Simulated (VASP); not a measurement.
All values below come from LDA (Ceperley-Alder, Perdew-Zunger), VASP's LDA PAW potentials (set 64) (plane waves; VASP).

Input for VASP

### INCAR
```
ALGO = Normal
EDIFF = 1E-6
ENCUT = 300
ISIF = 2
ISMEAR = 0
LASPH = .TRUE.
LCHARG = .FALSE.
LMAXMIX = 4
LREAL = .FALSE.
LWAVE = .FALSE.
NELM = 100
PREC = Accurate
SIGMA = 0.136
SYSTEM = Rb
```

File KPOINTS:
```
Automatic mesh
0
Gamma
6 6 6
0 0 0
```

File POSCAR:
```
Rb
1
   -4.4003460000     4.4003460000     2.4008810000
    4.4003460000    -4.4003460000     2.4008810000
    4.4003460000     4.4003460000    -2.4008810000
Rb
2
Direct
  0.7500000000   0.2500000000   0.5000000000
  0.0000000000   0.0000000000   0.0000000000
```

POTCAR, in this order: Rb_sv (LDA.64 set). Program: vasp_std.

Task: Predict the energy per atom (σ→0), band gap (on the k-mesh).

Result: 
```yaml
energy per atom (σ→0): -94.3 kJ/mol of atoms
band gap (on the k-mesh): none (metal, semimetal or under 0.01 eV)
```

**OSZICAR**
```
...
DAV:   4    -0.196374597741E+01   -0.82139E+00   -0.82050E+00  1369   0.129E+01
DAV:   5    -0.196936916331E+01   -0.56232E-02   -0.56228E-02  1072   0.103E+00    0.145E+00
DAV:   6    -0.196705551085E+01    0.23137E-02   -0.38365E-03  1007   0.395E-01    0.876E-01
DAV:   7    -0.196623905723E+01    0.81645E-03   -0.62004E-03  1000   0.466E-01    0.708E-02
DAV:   8    -0.196630724601E+01   -0.68189E-04   -0.51633E-04  1040   0.168E-01    0.170E-02
DAV:   9    -0.196631360469E+01   -0.63587E-05   -0.16030E-05  1442   0.255E-02    0.803E-03
DAV:  10    -0.196631459401E+01   -0.98932E-06   -0.50271E-06  1038   0.131E-02
   1 F= -.19663146E+01 E0= -.19540368E+01  d E =-.245555E-01
```

The structure was generated: Rb was put into an ordered model structure, which need not be its known phase. The cell was not relaxed at this level.
